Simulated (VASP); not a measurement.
Wanted: the native input for a VASP 6.6.1 run.

```
Task                   : relaxation of cell and atoms
Functional             : PBE
Dispersion             : D3(BJ)
Potentials or basis    : VASP PAW PBE potentials, release 64 (As)
Cutoff                 : 600 eV
k mesh                 : 12 × 12 × 12
Occupations            : methfessel-paxton, width 0.1 eV
Spin                   : no spin polarisation
Further INCAR settings : ALGO = Normal; EDIFF = 1e-06; IBRION = 2; EDIFFG = -0.01; NSW = 90; ISIF = 3
```

The structure of As lies in POSCAR:

```
As
1.0
    1.8807968987      1.0858785957      3.5140619945
   -1.8807968987      1.0858785957      3.5140619945
    0.0000000000     -2.1717571915      3.5140619945
As
2
Direct
    0.7740000000      0.7740000000      0.7740000000
    0.2260000000      0.2260000000      0.2260000000
```

One way to write it, as run:

INCAR

```
SYSTEM = As
PREC = Accurate
ENCUT = 600
EDIFF = 1E-6
ISMEAR = 1
SIGMA = 0.1
LREAL = .False.
LASPH = .True.
NELM = 80
ALGO = Normal
ISIF = 3
LWAVE = .False.
LCHARG = .False.
GGA = PE
IVDW = 12
IBRION = 2
NSW = 90
EDIFFG = -0.01
```

KPOINTS

```
regular mesh
0
Gamma
  12 12 12
  0 0 0
```

Potentials or basis: VASP PAW PBE potentials, release 64 (As).

Run with:

```sh
$ cat potpaw_PBE.64/As/POTCAR > POTCAR
$ mpirun -np 1 vasp_std > vasp.out
```

It gave:

| Quantity | Value |
| --- | --- |
| Relaxed volume | 20.91 Å³/atom |
| Relaxed cell | a = 4.011 Å, b = 4.011 Å, c = 4.011 Å, α = 56.40°, β = 56.40°, γ = 56.40° |
| Space group after relaxing (to 0.05 Å) | R-3m (No. 166) |
| Energy gained by relaxing | 12.5 meV/atom |
| Ionic steps | 11 |
| Pressure after relaxing | 0.0 GPa |
| Band gap on the k mesh | none (metal or under the smearing width) |
| Dispersion energy per atom | -0.433 eV |

Caveat: pairwise dispersion overbinds metals, which lowers pressure and volume.

Run time: 3.7 min on 1 thread of Intel(R) Xeon(R) 6975P-C (Granite Rapids), with other jobs on the host, peak memory 0.27 GiB.
